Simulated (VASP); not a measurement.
These are vdW-DF-cx, VASP's PBE PAW potentials (set 64) (plane waves; VASP) values and carry that method's errors.

A VASP calculation is set up with these files.

**KPOINTS**
```
Automatic mesh
0
Gamma
9 9 9
0 0 0
```

### INCAR
```
AGGAC = 0.0
ALGO = Normal
EDIFF = 1E-7
ENCUT = 520
GGA = CX
ISIF = 2
ISMEAR = -5
LASPH = .True.
LCHARG = .True.
LORBIT = 11
LREAL = .False.
LUSE_VDW = .True.
LWAVE = .False.
NEDOS = 601
NELM = 100
PREC = Accurate
SYSTEM = Si
```

**POSCAR**
```
Si
1
   -0.0000000000     2.7231320411     2.7231320411
    2.7231320411     0.0000000000     2.7231320411
    2.7231320411     2.7231320411     0.0000000000
Si
2
Direct
  0.0000000000   0.0000000000   0.0000000000
  0.2500000000   0.2500000000   0.2500000000
```

POTCAR, in this order: Si (PBE.64 set). Program: vasp_std.

The resulting files:

**OSZICAR**
```
       N       E                     dE             d eps       ncg     rms          rms(c)
DAV:   1     0.974174285839E+01    0.97417E+01   -0.32350E+03   560   0.765E+02
DAV:   2    -0.866782301549E+01   -0.18410E+02   -0.18104E+02   904   0.841E+01
DAV:   3    -0.888246827302E+01   -0.21465E+00   -0.21465E+00   672   0.113E+01
DAV:   4    -0.888361288716E+01   -0.11446E-02   -0.11446E-02   944   0.928E-01
DAV:   5    -0.888361332447E+01   -0.43730E-06   -0.43730E-06   656   0.165E-02    0.504E+00
DAV:   6    -0.877964261168E+01    0.10397E+00   -0.79254E-02   672   0.146E+00    0.310E+00
DAV:   7    -0.873117510586E+01    0.48468E-01   -0.16234E-01   688   0.217E+00    0.202E-01
DAV:   8    -0.873185738312E+01   -0.68228E-03   -0.47757E-03   648   0.492E-01    0.645E-02
DAV:   9    -0.873189827879E+01   -0.40896E-04   -0.14952E-04   824   0.903E-02    0.619E-02
DAV:  10    -0.873192604985E+01   -0.27771E-04   -0.58972E-05   608   0.573E-02    0.350E-02
DAV:  11    -0.873192602036E+01    0.29490E-07   -0.97009E-07   808   0.805E-03
   1 F= -.87319260E+01 E0= -.87319260E+01  d E =0.000000E+00
```

### OUTCAR
```
------------------------ aborting loop because EDIFF is reached ----------------------------------------
  FORCE on cell =-STRESS in cart. coord.  units (eV):
  Direction    XX          YY          ZZ          XY          YZ          ZX
  --------------------------------------------------------------------------------------
  Total        0.0003575      0.0003575      0.0003575      0.0000000      0.0000000      0.0000000
  in kB        0.0141836      0.0141836      0.0141836      0.0000000      0.0000000      0.0000000
  external PRESSURE =       0.0141836 kB  Pullay stress =       0.0000000 kB
  volume of cell :       40.39
      direct lattice vectors                 reciprocal lattice vectors
     0.000000000  2.723132041  2.723132041    -0.183612103  0.183612103  0.183612103
     2.723132041  0.000000000  2.723132041     0.183612103 -0.183612103  0.183612103
     2.723132041  2.723132041  0.000000000     0.183612103  0.183612103 -0.183612103
 POSITION                                       TOTAL-FORCE (eV/Angst)
 -----------------------------------------------------------------------------------
      0.00000      0.00000      0.00000        -0.000000     -0.000000     -0.000000
      1.36157      1.36157      1.36157         0.000000      0.000000      0.000000
 -----------------------------------------------------------------------------------
    total drift:                               -0.000000     -0.000000     -0.000000
  FREE ENERGIE OF THE ION-ELECTRON SYSTEM (eV)
  ---------------------------------------------------
  free  energy   TOTEN  =        -8.7319260204 eV

  energy  without entropy=       -8.7319260204  energy(sigma->0) =       -8.73192602

 total charge

# of ion       s       p       d       tot
------------------------------------------
    1        0.750   0.936   0.000   1.686
    2        0.750   0.936   0.000   1.686
--------------------------------------------------
tot          1.499   1.873   0.000   3.372
```
(Selected blocks of OUTCAR.)

The compound is Si in the diamond structure. It was relaxed first.
